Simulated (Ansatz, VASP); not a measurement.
# ZrTaB2MoCSe2 (ZrB2/MoSe2/TaC) in two plane-wave programs

One calculation is typed for both programs; each brings its own data sets and cutoff. How far apart do they land? The structure shown is the end of the VASP relaxation below.

Calculated with Ansatz 0.2.0; plane waves, with VASP 6.6.1 beside it; single point at PBE.

## 1. The structure

The cell holds 16 atoms: 4 B, 2 Zr, 4 Se, 2 Mo, 2 C and 2 Ta. Cell: a = 3.300 Å, b = 3.300 Å, c = 40.591 Å, α = 90.0°, β = 90.0°, γ = 120.0°. It derives from  (ZrB2/MoSe2/TaC). Vacuum lies along c.

## 2. VASP: relaxation, PBE

This run makes the geometry at which the two programs are then compared.

Lines of VASP's logs that name or quote its potential files are left out, and so is its time.

Input file INCAR:

```
SYSTEM = ZrTaB2MoCSe2
PREC = Normal
ENCUT = 400
EDIFF = 1E-05
NELM = 120
ISMEAR = -1
SIGMA = 0.1
LREAL = Auto
ALGO = Fast
GGA = PE
NBANDS = 61
LORBIT = 11
LWAVE = .FALSE.
LCHARG = .FALSE.
KPAR = 4
IBRION = 1
NSW = 60
ISIF = 2
EDIFFG = -0.03
POTIM = 0.3
MAXMIX = 40
IDIPOL = 3
LDIPOL = .TRUE.
DIPOL = 0.5 0.5 0.478
```

Input file POSCAR:

```
ZrTaB2MoCSe2
1.0
    3.3000000000      0.0000000000      0.0000000000
   -1.6500000000      2.8578838325      0.0000000000
    0.0000000000      0.0000000000     40.5908284449
B Zr Se Mo C Ta
4 2 4 2 2 2
Direct
    0.3333333300      0.6666666700      0.1992262154
    0.6666666700      0.3333333300      0.1992611280
    0.3333333300      0.6666666700      0.2823801934
    0.6666666700      0.3333333300      0.2824638247
    0.0000000000      0.0000000000      0.2382009218
    0.0000000000      0.0000000000      0.3235726676
    0.0000000000      0.0000000000      0.3913927596
    0.0000000000      0.0000000000      0.4745547452
    0.6666666700      0.3333333300      0.5571646274
    0.6666666700      0.3333333300      0.6396887886
    0.6666666700      0.3333333300      0.4332722047
    0.0000000000      0.0000000000      0.5983155928
    0.0000000000      0.0000000000      0.7174619738
    0.6666666700      0.3333333300      0.7778723943
    0.3333333300      0.6666666700      0.7383737186
    0.0000000000      0.0000000000      0.8007755447
```

Input file KPOINTS:

```
Automatic mesh
0
Gamma
9 9 1
0 0 0
```

Potentials, in the order of the species: B, Zr_sv, Se, Mo, C and Ta (PBE family, release 64).

Run with:

```console
$ mpirun -np 4 vasp_std
```

Numbers of over 12 decimals in the logs are rounded to 6 here.

Log:

```text
[banner, memory and clock lines left out]
running    4 mpi-ranks, on    1 nodes
 distrk:  each k-point on    1 cores,    4 groups
 distr:  one band on    1 cores,    1 groups

 POSCAR found type information on POSCAR B ZrSeMoC Ta
 POSCAR found :  6 types and      16 ions
 LDA part: xc-table for (Slater+PW92), standard interpolation
 POSCAR, INCAR and KPOINTS ok, starting setup
 FFT: planning ... GRIDC
 FFT: planning ... GRID_SOFT
 FFT: planning ... GRID
 WAVECAR not read
 entering main loop
       N       E                     dE             d eps       ncg     rms          rms(c)
DAV:   1     0.504444447548E+03    0.50444E+03   -0.35292E+04  1584   0.104E+03
DAV:   2    -0.853723391070E+02   -0.58982E+03   -0.56787E+03  1787   0.272E+02
DAV:   3    -0.140788034222E+03   -0.55416E+02   -0.54304E+02  2176   0.739E+01
DAV:   4    -0.144759073085E+03   -0.39710E+01   -0.39496E+01  2480   0.172E+01
DAV:   5    -0.144962143836E+03   -0.20307E+00   -0.20290E+00  2232   0.276E+00    0.482E+01
RMM:   6    -0.876168705046E+03   -0.73121E+03   -0.29450E+02  2205   0.544E+01    0.479E+01
RMM:   7    -0.795675882349E+03    0.80493E+02   -0.24708E+02  2094   0.405E+01    0.460E+01
RMM:   8    -0.448429375577E+03    0.34725E+03   -0.11093E+02  1996   0.216E+01    0.382E+01
RMM:   9    -0.162485341490E+03    0.28594E+03   -0.97447E+01  1666   0.203E+01    0.242E+01
RMM:  10    -0.276188049879E+03   -0.11370E+03   -0.46995E+01  1765   0.139E+01    0.333E+01
RMM:  11    -0.276338870264E+03   -0.15082E+00   -0.56119E+01  1776   0.140E+01    0.313E+01
RMM:  12    -0.142133547889E+03    0.13421E+03   -0.13534E+01  1612   0.709E+00    0.198E+01
RMM:  13    -0.133204028968E+03    0.89295E+01   -0.43242E+00  1686   0.477E+00    0.163E+01
RMM:  14    -0.131038086779E+03    0.21659E+01   -0.51011E+00  1973   0.372E+00    0.132E+01
[...]
RMM:  34    -0.125853532904E+03    0.38427E-02   -0.22790E-03  1915   0.964E-02    0.680E-02
RMM:  35    -0.125853621603E+03   -0.88699E-04   -0.59032E-04  2014   0.521E-02    0.766E-02
RMM:  36    -0.125853666557E+03   -0.44954E-04   -0.14591E-04  1692   0.283E-02    0.845E-02
RMM:  37    -0.125853455600E+03    0.21096E-03   -0.46466E-04  1854   0.428E-02    0.626E-02
RMM:  38    -0.125853232824E+03    0.22278E-03   -0.58918E-05  1441   0.201E-02    0.206E-02
RMM:  39    -0.125853244045E+03   -0.11221E-04   -0.51032E-05  1298   0.156E-02    0.138E-02
RMM:  40    -0.125853268600E+03   -0.24556E-04   -0.29097E-05  1087   0.121E-02    0.155E-02
RMM:  41    -0.125853270522E+03   -0.19214E-05   -0.10404E-05   914   0.790E-03
   1 F= -.12585327E+03 E0= -.12573169E+03  d E =-.125853E+03
 BRION: g(F)=  0.141E-03 g(S)=  0.000E+00
 bond charge predicted
       N       E                     dE             d eps       ncg     rms          rms(c)
DAV:   1    -0.125853328016E+03   -0.59415E-04   -0.10509E-02  1723   0.400E-01    0.287E-02
RMM:   2    -0.125853514339E+03   -0.18632E-03   -0.74596E-04  1584   0.750E-02    0.481E-02
RMM:   3    -0.125853427417E+03    0.86922E-04   -0.62025E-05  1442   0.278E-02    0.272E-02
RMM:   4    -0.125853422351E+03    0.50663E-05   -0.43870E-05  1192   0.158E-02
   2 F= -.12585342E+03 E0= -.12573217E+03  d E =-.151829E-03
 BRION: g(F)=  0.634E-04 g(S)=  0.000E+00 retain N=  1 mean eig= 0.79
 eig:   0.793
 reached required accuracy - stopping structural energy minimisation
```

OUTCAR, selected parts (step 2):

```text
ion  position               nearest neighbor table
   1  0.333  0.667  0.199-   2 1.91   2 1.91   2 1.91   5 2.48   5 2.48   5 2.48
   2  0.667  0.333  0.199-   1 1.91   1 1.91   1 1.91   5 2.48   5 2.48   5 2.48
   3  0.333  0.667  0.282-   4 1.91   4 1.91   4 1.91   6 2.53   6 2.53   6 2.53   5 2.62   5 2.62
                             5 2.62
   4  0.667  0.333  0.282-   3 1.91   3 1.91   3 1.91   6 2.53   6 2.53   6 2.53   5 2.62   5 2.62
                             5 2.62
   5  0.000  0.000  0.238-   2 2.48   2 2.48   2 2.48   1 2.48   1 2.48   1 2.48   3 2.62   3 2.62
                             3 2.62   4 2.62   4 2.62   4 2.62   6 3.47
   6  0.000  0.000  0.324-   4 2.53   4 2.53   4 2.53   3 2.53   3 2.53   3 2.53   7 2.75   5 3.47

  LATTYP: Found a hexagonal cell.
 ALAT       =     3.3000000000
 C/A-ratio  =    12.3002510439

 Subroutine GETGRP returns: Found  6 space group operations
 (whereof  6 operations were pure point group operations)

The static configuration has the point symmetry C_3v.

 Found     12 irreducible k-points:

   k-points           NKPTS =     12   k-points in BZ     NKDIM =     12   number of bands    NBANDS=     61

   dimension x,y,z NGX =    16 NGY =   16 NGZ =  200
   dimension x,y,z NGXF=    32 NGYF=   32 NGZF=  400

   ENCUT  =  400.0 eV  29.40 Ry    5.42 a.u.   5.38  5.38 66.19*2*pi/ulx,y,z

   NELECT =      90.0000    total number of electrons

 k-points in reciprocal lattice and weights: Automatic mesh
   0.00000000  0.00000000  0.00000000       0.012
   0.11111111 -0.00000000  0.00000000       0.074
   0.22222222 -0.00000000  0.00000000       0.074
   0.33333333 -0.00000000  0.00000000       0.074
   0.44444444 -0.00000000  0.00000000       0.074
   0.11111111  0.11111111  0.00000000       0.074
   0.22222222  0.11111111  0.00000000       0.148
   0.33333333  0.11111111  0.00000000       0.148
   0.44444444  0.11111111  0.00000000       0.074
   0.22222222  0.22222222  0.00000000       0.074
   0.33333333  0.22222222  0.00000000       0.148
   0.33333333  0.33333333  0.00000000       0.025

 dipolmoment           0.000000      0.000000     -0.066673 electrons x Angstroem

 average (electrostatic) potential at core
       1 -29.9663       2 -29.9584       3 -30.4792       4 -30.4855       5 -80.9881
       6 -81.5153       7 -57.2645       8 -56.8436       9 -56.2002      10 -56.1001
      11 -42.0929      12 -41.4253      13 -51.4764      14 -53.0660      15 -39.6427
      16 -40.2030

 E-fermi :   2.1119

 k-point     1 :       0.0000    0.0000    0.0000
  band No.  band energies     occupation
    ...
     40       1.2231      1.99972
     41       1.2740      1.99954
     42       1.2740      1.99954
     43       1.9046      1.77652
     44       2.0377      1.35475
     45       2.5686      0.02057
     46       2.5686      0.02056
     47       2.8356      0.00144
     48       2.8357      0.00144
     49       3.7434      0.00000
    ...

 k-point     2 :       0.1111   -0.0000    0.0000
  band No.  band energies     occupation
    ...
     40       0.8760      1.99999
     41       1.2032      1.99977
     42       1.3947      1.99847
     43       1.7658      1.93909
     44       1.8211      1.89650
     45       2.4773      0.05046
     46       2.5075      0.03756
     47       2.5890      0.01680
     48       3.1141      0.00009
     49       3.2098      0.00003
    ...

 k-point     3 :       0.2222   -0.0000    0.0000
  band No.  band energies     occupation
    ...
     41       0.8465      1.99999
     42       1.2386      1.99968
     43       1.2785      1.99952
     44       1.5576      1.99220
     45       1.8305      1.88690
     46       2.4413      0.07159
     47       2.6118      0.01340
     48       2.7158      0.00476
     49       3.2344      0.00003
     50       3.2657      0.00002
    ...

  Total      -12.2827782    -12.2827782      0.5713999      0.0000000      0.0000000      0.0000000
  in kB      -51.4068229    -51.4068229      2.3914667      0.0000000      0.0000000      0.0000000
  external PRESSURE =     -33.4740597 kB  Pullay stress =       0.0000000 kB

  energy-cutoff  :      400.00
  volume of cell :      382.81
      direct lattice vectors                 reciprocal lattice vectors
     3.300000000  0.000000000  0.000000000     0.303030303  0.174954627  0.000000000
    -1.650000000  2.857883833  0.000000000     0.000000000  0.349909254  0.000000000
     0.000000000  0.000000000 40.590828445     0.000000000  0.000000000  0.024636107

 POSITION                                       TOTAL-FORCE (eV/Angst)
 -----------------------------------------------------------------------------------
     -0.00000      1.90526      8.08667        -0.000000     -0.000000     -0.008668
      1.65000      0.95263      8.08802         0.000000      0.000000     -0.010176
     -0.00000      1.90526     11.46211        -0.000000      0.000000     -0.004071
      1.65000      0.95263     11.46532         0.000000      0.000000     -0.008323
     -0.00000      0.00000      9.66795         0.000000     -0.000000     -0.011949
     -0.00000      0.00000     13.13364         0.000000      0.000000     -0.011032
     -0.00000      0.00000     15.88722         0.000000      0.000000      0.003943
      0.00000      0.00000     19.26303         0.000000      0.000000      0.009448
      1.65000      0.95263     22.61596        -0.000000     -0.000000     -0.009898
      1.65000      0.95263     25.96602        -0.000000      0.000000     -0.004789
      1.65000      0.95263     17.58714         0.000000      0.000000      0.012233
     -0.00000      0.00000     24.28511         0.000000      0.000000      0.020766
     -0.00000     -0.00000     29.12346        -0.000000     -0.000000      0.026458
      1.65000      0.95263     31.57430         0.000000      0.000000     -0.002983
     -0.00000      1.90526     29.97153         0.000000     -0.000000      0.008010
     -0.00000      0.00000     32.50380         0.000000      0.000000     -0.008969
 -----------------------------------------------------------------------------------
    total drift:                                0.000037      0.000038     -0.025551

  FREE ENERGIE OF THE ION-ELECTRON SYSTEM (eV)
  ---------------------------------------------------
  free  energy   TOTEN  =      -125.8534223506 eV

  energy  without entropy=     -125.6109149513  energy(sigma->0) =     -125.73216865

 reached required accuracy - stopping structural energy minimisation

 vacuum level on the upper side and lower side of the slab         6.449         7.701

 total charge
# of ion       s       p       d       tot
------------------------------------------
    1        0.666   1.076   0.000   1.742
    2        0.667   1.077   0.000   1.743
    3        0.647   1.160   0.000   1.807
    4        0.647   1.160   0.000   1.807
    5        2.168   6.027   1.705   9.900
    6        2.172   5.987   1.678   9.836
    7        1.461   2.353   0.074   3.888
    8        1.483   2.305   0.062   3.850
    9        1.477   2.330   0.061   3.867
   10        1.486   2.297   0.061   3.845
   11        0.376   0.500   4.373   5.249
   12        0.388   0.518   4.359   5.265
   13        0.920   1.464   0.000   2.384
   14        0.882   1.510   0.000   2.392
   15        0.647   0.864   3.407   4.918
   16        0.620   0.718   3.302   4.640
--------------------------------------------------
tot         16.706  31.346  19.083  67.134

[... 3 further parts left out ...]
```

This run has no spin polarisation, so a moment on Mo, if there is one, isn't seen. LASPH is off, so gradient terms of the non-spherical density inside the spheres are left out; for open d or f shells this can shift gaps and moments. The data sets Mo and Ta keep the semicore shell frozen, which is cheaper and a little less accurate.

[end of part 1 of 2]

[Lines on the potential files, build, host, timing and source positions are cut from VASP's logs without a mark.]

[Logs are printed without paths, hosts, clocks, repeated set-up lines and the standing remarks that a program may print on its own settings, such as how far it seeks lower states.]

[Hosts, paths, dates, database ids (printed as entryN), source tags and the programs' standing remarks are cut or masked in the printed files.]
